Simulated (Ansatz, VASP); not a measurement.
# EuZn2P2: VASP beside Ansatz, part 2 of 2

Wanted: the spread between two codes on one cell, functional and k mesh. The cell is taken from a series of VASP runs on this material, whose earlier steps may have relaxed, scaled or displaced it; both programs get it as it stands.

VASP 6.6.1 and Ansatz 0.2.0.

So far. Step 2 (VASP: relaxation of cell and atoms, PBEsol, DFT+U): Experiment finds antiferromagnetic order in this phase (below 23 K, arxiv:2203.12739), so this ferromagnetic run describes another state.

### 3. Ansatz: relaxation of cell and atoms, PBEsol, DFT+U

Level of this step: Ansatz beside VASP: Kohn-Sham DFT, plane waves, PBEsol, DFT+U (Ansatz).

Ansatz runs on its default PAW (the set named soft_2) files.

The same cell, functional, mesh and smearing now go to Ansatz, which takes its cutoff from its data sets.

Contents of input.yaml:

```yaml
crystal:
  lattice:
    - [4.0311289793, 0.0, 0.0]
    - [-2.0155644897, 3.491060102, 0.0]
    - [0.0, 0.0, 6.8528054717]
  atoms:
    - { symbol: Eu, position: [0.0, 0.0, 0.0], spin: 7.0 }
    - { symbol: Zn, position: [0.66666667, 0.33333333, 0.3670823366] }
    - { symbol: Zn, position: [0.33333333, 0.66666667, 0.6329176634] }
    - { symbol: P, position: [0.66666667, 0.33333333, 0.7313553641] }
    - { symbol: P, position: [0.33333333, 0.66666667, 0.2686446359] }
hamiltonian:
  xc: pbesol
  pseudopotentials: { kind: paw }
  hubbard: { sites: [{ species: Eu, l: f, u_eff: 5.0 }] }
magnetization:
  spin_polarized: true
kpoints:
  mp_grid: { grid: [6, 6, 4] }
scf:
  occupations: { method: gaussian, width: 0.05 }
relax:
  f_tol: 0.01
  max_steps: 60
  cell: { stress_tol: 0.05 }
output:
  forces: true
  stress: true
  write_density: true
  write_potential: true
  elf: true
  volumetric_format: npy
```

Launch:

```console
$ ansatz run input.yaml --threads 4 --pin off --max-ram 9216MiB --backend cpu --events-out ev --progress --plain --runs-dir out
```

Numbers of over 12 decimals in the logs are rounded to 6 here.

Log:

```text
Eu: projections on atomic orbitals take those of the free atom [Kr 4d10] 4f7 5s2 5p6 5d0 6s2, of charge +0.00 (hamiltonian.pseudopotentials.projection_atoms); the dataset's partial waves leave at most 1.0e-3 of an orbital's norm unspanned inside its sphere
Zn: projections on atomic orbitals take those of the free atom [Ar] 3d10 4s2, of charge +0.00 (hamiltonian.pseudopotentials.projection_atoms); the dataset's partial waves leave at most 6.8e-7 of an orbital's norm unspanned inside its sphere
P: projections on atomic orbitals take those of the free atom [Ne] 3s2 3p3, of charge +0.00 (hamiltonian.pseudopotentials.projection_atoms); the dataset's partial waves leave at most 1.0e-7 of an orbital's norm unspanned inside its sphere
Engine: ansatz 0.2.0, x86_64-unknown-linux-gnu
Pseudopotentials: kind: paw
Pseudopotential: Eu, paw, valence charge 17, recommended cutoff 420 eV (normal), Eu.paw.azcp
Pseudopotential: Zn, paw, valence charge 12, recommended cutoff 420 eV (normal), Zn.paw.azcp
Pseudopotential: P, paw, valence charge 5, recommended cutoff 420 eV (normal), P.paw.azcp
Functional definition: PBEsol
  exchange = pbesol_x
  correlation = pbesol_c
Crystal: 5 atoms, lattice volume = 96.439 Å³
Basis set: ecut = 420 eV, 1907 PW (Γ), exchange–correlation on 54×54×96 points (8 copies of the dense FFT grid, shifted against one another)
Bands: 35, of which v1, the nominal top of the filled ones, is band 26 counted from 1 (25 counted from 0)
Symmetry: 12 space group operations
Space group: P-3m1 (ITA 164), of the structure as read, at distance tolerance 4.6e-5 Å
Magnetic group: BNS 164.85 (UNI 1315), of the structure as read, at distance tolerance 4.6e-5 Å
k-points: 24 of 144
Non-local potential: Eu, projectors of the file, l = 0: 3, l = 1: 2, l = 2: 2, l = 3: 3
Non-local potential: Zn, projectors of the file, l = 0: 2, l = 1: 2, l = 2: 3, l = 3: 1
Non-local potential: P, projectors of the file, l = 0: 2, l = 1: 2, l = 2: 2
PAW form: soft (Blöchl's): semilocal exchange-correlation on the pseudo side does not see the compensation charge
PAW frozen core: Eu, regenerated for the run's functional, and the local potential with it (the file was generated under x = pbe(κ = 0.804, μ = 0.219515), c = pbe(β = 0.066725))
PAW frozen core: Zn, regenerated for the run's functional, and the local potential with it (the file was generated under x = pbe(κ = 0.804, μ = 0.219515), c = pbe(β = 0.066725))
PAW frozen core: P, regenerated for the run's functional, and the local potential with it (the file was generated under x = pbe(κ = 0.804, μ = 0.219515), c = pbe(β = 0.066725))
PAW one-centre angular grid: Eu, 590 points (default); XC on 64 Gauss nodes
PAW one-centre angular grid: Zn, 590 points (default); XC on 64 Gauss nodes
PAW one-centre angular grid: P, 110 points (default); XC on 64 Gauss nodes
Initial density: superposition of atomic densities (chi_scale 0.1, normalization cell)
Starting moments: Σ|m| = 7 μB on 1 of 5 sites
Initial wavefunctions: pseudopotential atomic-orbital guess
Functional: x = pbesol(κ = 0.804, μ = 0.123457), c = pbesol(β = 0.046)
SCF iter   1: F=—  HF=-16709.626484 eV  |F-HF|=—  |Δ(HF+E_count)|=         —  Δρ=2.09e-1 (↑2.09e-1 ↓1.60e-1)  dr2=1.01e1  dr2_m=2.92e1  M=7.015 μB ∫|m|=7.587 μB  β_m=1.00  ethr=3.10e-3  ⟨swp⟩=7.3  Hψ=8092  notcnv=0
preconditioner: auto → Resta (q_TF=auto, 2.453 Å⁻¹)  ε∞=8.1  [insulator: Δε(μ)=0.077 eV  Ē_g=9.928 eV  σ=0.050 eV  W_gap=0.51  n_scr=22 (ndim 8)  ℏωp=26.5 eV  f_vac=0.000  D(μ)=0.19/eV (n_scr^D=0)  ε∞_Penn≈8.1]
spin=Collinear: Resta preconditioning applied to the charge; magnetization (m = ρ↑ − ρ↓) channel mixes plain (no charge-response kernel on spin).
SCF iter   2: F=—  HF=-16702.088967 eV  |F-HF|=—  |Δ(HF+E_count)|=    7.54e0  Δρ=3.62e-2 (↑3.62e-2 ↓2.01e-2)  dr2=2.63e0  dr2_m=4.82e-1  M=7.000 μB ∫|m|=7.317 μB  β_m=1.00  ethr=3.10e-3  ⟨swp⟩=3.2  Hψ=4436  notcnv=0  defer=157
SCF iter   3: F=—  HF=-16704.022629 eV  |F-HF|=—  |Δ(HF+E_count)|=    1.93e0  Δρ=9.67e-3 (↑9.67e-3 ↓7.69e-3)  dr2=5.06e-1  dr2_m=5.83e-3  M=7.000 μB ∫|m|=7.215 μB  β_m=1.00  ethr=3.10e-3  ⟨swp⟩=3.6  Hψ=3225  notcnv=0  defer=146
SCF iter   4: F=—  HF=-16706.792204 eV  |F-HF|=—  |Δ(HF+E_count)|=    2.77e0  Δρ=4.89e-3 (↑4.89e-3 ↓4.28e-3)  dr2=3.53e-2  dr2_m=1.03e-2  M=7.000 μB ∫|m|=7.181 μB  β_m=0.30  ethr=9.93e-4  ⟨swp⟩=3.9  Hψ=3629  notcnv=0  defer=146
SCF iter   5: F=—  HF=-16708.493290 eV  |F-HF|=—  |Δ(HF+E_count)|=    1.70e0  Δρ=4.86e-3 (↑2.71e-3 ↓4.86e-3)  dr2=2.66e-2  dr2_m=8.26e-3  M=7.000 μB ∫|m|=7.176 μB  β_m=0.30  ethr=6.93e-5  ⟨swp⟩=2.5  Hψ=3449  notcnv=0  defer=137
Mixer restart at iter 5: flushing history
spin-set hold released at iteration 5 (site moments contracting): the magnetisation degrees of freedom join the quasi-Newton model from the next iteration; the mixer history was flushed
SCF iter   6: F=—  HF=-16709.125605 eV  |F-HF|=—  |Δ(HF+E_count)|=   6.32e-1  Δρ=4.62e-3 (↑2.88e-3 ↓4.62e-3)  dr2=1.51e-2  dr2_m=1.00e-2  M=7.000 μB ∫|m|=7.169 μB  β_m=0.62  ethr=5.21e-5  ⟨swp⟩=2.5  Hψ=3165  notcnv=0  defer=137
[...]
SCF iter   5: F=—  HF=-16708.493618 eV  |F-HF|=—  |Δ(HF+E_count)|=    1.70e0  Δρ=4.86e-3 (↑2.71e-3 ↓4.86e-3)  dr2=2.66e-2  dr2_m=8.24e-3  M=7.000 μB ∫|m|=7.176 μB  β_m=0.30  ethr=6.94e-5  ⟨swp⟩=2.5  Hψ=3439  notcnv=0  defer=137
Mixer restart at iter 5: flushing history
spin-set hold released at iteration 5 (site moments contracting): the magnetisation degrees of freedom join the quasi-Newton model from the next iteration; the mixer history was flushed
SCF iter   6: F=—  HF=-16709.125785 eV  |F-HF|=—  |Δ(HF+E_count)|=   6.32e-1  Δρ=4.62e-3 (↑2.88e-3 ↓4.62e-3)  dr2=1.51e-2  dr2_m=1.00e-2  M=7.000 μB ∫|m|=7.169 μB  β_m=0.62  ethr=5.21e-5  ⟨swp⟩=2.5  Hψ=3166  notcnv=0  defer=137
SCF iter   7: F=—  HF=-16709.757235 eV  |F-HF|=—  |Δ(HF+E_count)|=   6.31e-1  Δρ=1.88e-3 (↑1.88e-3 ↓1.29e-3)  dr2=1.24e-3  dr2_m=2.07e-3  M=7.000 μB ∫|m|=7.161 μB  β_m=0.81  ethr=2.96e-5  ⟨swp⟩=3.2  Hψ=3363  notcnv=0  defer=137
SCF iter   8: F=—  HF=-16709.759432 eV  |F-HF|=—  |Δ(HF+E_count)|=   2.20e-3  Δρ=4.06e-4 (↑4.06e-4 ↓3.18e-4)  dr2=2.95e-4  dr2_m=6.69e-5  M=7.000 μB ∫|m|=7.164 μB  β_m=0.91  ethr=2.42e-6  ⟨swp⟩=2.0  Hψ=2946  notcnv=0  defer=137
SCF iter   9: F=—  HF=-16709.759671 eV  |F-HF|=—  |Δ(HF+E_count)|=   2.39e-4  Δρ=4.13e-4 (↑4.13e-4 ↓3.98e-4)  dr2=3.80e-4  dr2_m=1.09e-6  M=7.000 μB ∫|m|=7.166 μB  β_m=0.67  ethr=5.79e-7  ⟨swp⟩=2.0  Hψ=2627  notcnv=0  defer=137
SCF iter  10: F=—  HF=-16709.759482 eV  |F-HF|=—  |Δ(HF+E_count)|=   1.89e-4  Δρ=7.08e-5 (↑7.08e-5 ↓6.73e-5)  dr2=3.40e-5  dr2_m=2.07e-7  M=7.000 μB ∫|m|=7.166 μB  β_m=0.83  ethr=5.79e-7  ⟨swp⟩=2.0  Hψ=2352  notcnv=0  defer=137
SCF iter  11: F=—  HF=-16709.759505 eV  |F-HF|=—  |Δ(HF+E_count)|=   2.35e-5  Δρ=2.29e-5 (↑2.29e-5 ↓1.52e-5)  dr2=1.63e-6  dr2_m=5.37e-8  M=7.000 μB ∫|m|=7.166 μB  β_m=0.81  ethr=6.67e-8  ⟨swp⟩=2.1  Hψ=2620  notcnv=0  defer=137
SCF iter  12: F=—  HF=-16709.759506 eV  |F-HF|=—  |Δ(HF+E_count)|=   7.81e-7  Δρ=3.50e-5 (↑3.50e-5 ↓9.35e-6)  dr2=1.30e-6  dr2_m=2.04e-7  M=7.000 μB ∫|m|=7.166 μB  β_m=0.69  ethr=3.19e-9  ⟨swp⟩=2.0  Hψ=2768  notcnv=0  defer=137
SCF iter  13: F=—  HF=-16709.759506 eV  |F-HF|=—  |Δ(HF+E_count)|=   2.05e-7  Δρ=5.17e-6 (↑5.16e-6 ↓5.17e-6)  dr2=1.01e-7  dr2_m=2.10e-9  M=7.000 μB ∫|m|=7.166 μB  β_m=0.84  ethr=2.54e-9  ⟨swp⟩=2.0  Hψ=2287  notcnv=0  defer=137
SCF iter  14: F=-16709.759506 eV  HF=-16709.759506 eV  |F-HF|=2.62e-9  |Δ(HF+E_count)|=   4.40e-8  Δρ=1.24e-6 (↑9.60e-7 ↓1.24e-6)  dr2=6.49e-9  dr2_m=2.10e-10  M=7.000 μB ∫|m|=7.166 μB  ethr=1.96e-10  ⟨swp⟩=2.4  Hψ=3157  notcnv=0
SCF 1 converged in 14 iterations: F = -16709.759506 eV  dr2 = 6.49e-9
WARN: a single-point calculation of the run's input, under the relaxation's own `scf.mixing.negative_modes` where the relaxation goes by `scf.lower_state_search: light` itself or types `scf.max_iter`, was made at the relaxed geometry, from the atoms, in 14 SCF iterations in all. It converged +0.0 meV from the relaxation's final energy, with moments (6.83, 0.00, 0.00, -0.03, -0.03 Bohr magnetons, atom by atom), which  [...]
SCF converged after 6 iterations
Magnetization: 7.0000 μB (29.0000 up, 22.0000 down)
Absolute magnetization: 7.1684 μB (∫|ρ↑−ρ↓|, with the PAW one-centre terms)
Spin contamination: 0.0188 ħ² per cell (⟨S²⟩ above its minimum at these occupations)
Per-site moments (μB) at R_I (Å): [(6.830688, 1.223719), (-0.00353084, 0.999332), (-0.00353084, 0.999332), (-0.027660, 0.999332), (-0.027660, 0.999332)]
Free energy (F): -16709.759506 eV
Harris-Foulkes:  -16709.759506 eV  (|F-HF|=7.28e-12)
Internal energy: -16709.758921 eV  (E = F + TS)
E sigma→0 (E₀):  -16709.759213 eV
Entropy (-TS):   -0.000585 eV (-0.117 meV/atom)
Fermi energy:    10.420554 eV
--- Per-component energies (eV) ---
  E_band       = 97.767438
  E_kinetic    = 758.712456
  E_local      = -5576.477584  (includes V_loc(G=0)·N_el)
  E_nonlocal   = 1773.524621
  E_hartree    = 2309.892945
  E_xc         = -572.557905
  E_vxc        = -433.064751  (∫ρ·V_xc dr)
  E_hubbard    = 0.185215  (on-site DFT+U / exact-exchange correction)
  E_vhub       = -17.036235  (the Hubbard potential's part of the band-sum identity)
  E_paw        = -10975.492971  (= ΣΔE_a)
  E_vpaw       = -1027.675998  (= ΣTr[D̂ρ^β])
  E_aug_tail   = -0.000746  (compensation charges beyond the density's cutoff)
  E_ewald      = -4429.818686
  E_core_change = 2.273733  (= ΣΔE_core)
  E_smearing   = -0.000585  (= −TS)
  E_closure    = -0.000000  (closes the sum)
  Σ components = -16709.759506   (vs F -16709.759506, Δ=0.00e0)
--- Forces (eV/Å), atoms counted from 1 ---
  atom   1  Eu     0.00000000     0.00000000     0.00000000
  atom   2  Zn     0.00000000    -0.00000000     0.00073611
  atom   3  Zn    -0.00000000     0.00000000    -0.00073611
  atom   4  P      0.00000000     0.00000000    -0.00487499
  atom   5  P     -0.00000000     0.00000000     0.00487499
  max |Σ_I F_I| component: 5.27e-31 eV/Å
--- Stress (GPa, compression-positive) ---
       -0.013038      -0.000000       0.000000
       -0.000000      -0.013038      -0.000000
        0.000000      -0.000000      -0.012685
  P = ⅓ Tr σ = -0.0129 GPa (-0.129 kbar)
--- Band table (eV; the first three rows and the last of 48) ---
  k-point 0 ↑: bands = [... 22 lower, 8.7316, 8.8299, 8.8299, 8.9436, 10.3439, 10.4253, 10.4253, 11.1944, ... 5 higher]
  k-point 1 ↑: bands = [... 22 lower, 8.7399, 8.8348, 8.8348, 8.9436, 9.3592, 10.0567, 10.0567, 10.8742, ... 5 higher]
  k-point 2 ↑: bands = [... 22 lower, 8.8355, 8.9436, 8.9583, 8.9911, 8.9911, 9.6636, 9.6636, 10.7654, ... 5 higher]
  k-point 23 ↓: bands = [... 22 lower, 12.3976, 12.3976, 14.7008, 14.7980, 14.9204, 14.9204, 16.7876, 16.7876, ... 5 higher]
--- Relaxed structure (2 steps of the walk, 2 accepted, 1 SCFs on fresh bases) ---
  F+E_penalty+E_count = -16709.75950567 eV   max|allowed force component| = 4.875e-3 eV/Å   (the final SCF, on the basis selected at the relaxed cell)
  cell:  # Å, volume = 96.3615 Å³
    - [4.030186, 2.8860712946653645e-11, -1.3565044031657534e-19]
    - [-2.015093, 3.490244, 0]
    - [-2.306019193164104e-19, 0, 6.850509]
  atoms:
    - { symbol: Eu, position: [0, 0, 0] }
    - { symbol: Zn, position: [0.666667, 0.333333, 0.367092] }
    - { symbol: Zn, position: [0.333333, 0.666667, 0.632908] }
    - { symbol: P, position: [0.666667, 0.333333, 0.731370] }
    - { symbol: P, position: [0.333333, 0.666667, 0.268630] }
```

Wall time 9.6 s (4 threads of Intel Xeon Gold 6455B (Sapphire Rapids), shared host); peak memory 0.68 GiB; 33 s of CPU time.

### 4. Comparison

Known differences besides the potentials themselves: U acts on the PAW sphere in VASP and on atomic orbitals in Ansatz, so only states and trends compare; both relaxations stop at a tolerance, which leaves soft axes loose, and VASP keeps its plane-wave basis; the cutoff is 420 eV in Ansatz and 450 eV in VASP; Ansatz makes its cores anew for this functional, VASP keeps those of its PBE data sets; Ansatz adds a Pulay correction to the stress that steers its cell, VASP none; site moments are counted in spheres of each program's own size. Total energies have different zeros and are not compared.

The two programs side by side:

```tsv
quantity	Ansatz	VASP	difference
volume (Å³)	96.36	96.44	-0.08 %
edge a after relaxation, in the typed setting (Å)	4.030	4.031	-0.02 %
edge c after relaxation, in the typed setting (Å)	6.851	6.853	-0.03 %
total moment (μB)	7.00	7.00	0.00
moment on Eu1 (μB)	6.83	6.70	+0.13
```

The walks stopped with -0.01 GPa left in Ansatz and -0.04 GPa in VASP; each walk ends within a tolerance, so the volume difference is uncertain by about these residues over the bulk modulus, most in soft cells.

### 5. Results

* difference in volume (relaxation of cell and atoms, PBEsol, DFT+U): -0.080 %

In words: The difference in volume is -0.080 % (relaxation of cell and atoms, PBEsol, DFT+U). How closely two codes agree says nothing of how well the functional describes the real material.

[Lines on the potential files, build, host, timing and source positions are cut from VASP's logs without a mark.]

[Logs are printed without paths, hosts, clocks, repeated set-up lines and the standing remarks that a program may print on its own settings, such as how far it seeks lower states.]

[Hosts, paths, dates, database ids (printed as entryN), source tags and the programs' standing remarks are cut or masked in the printed files.]
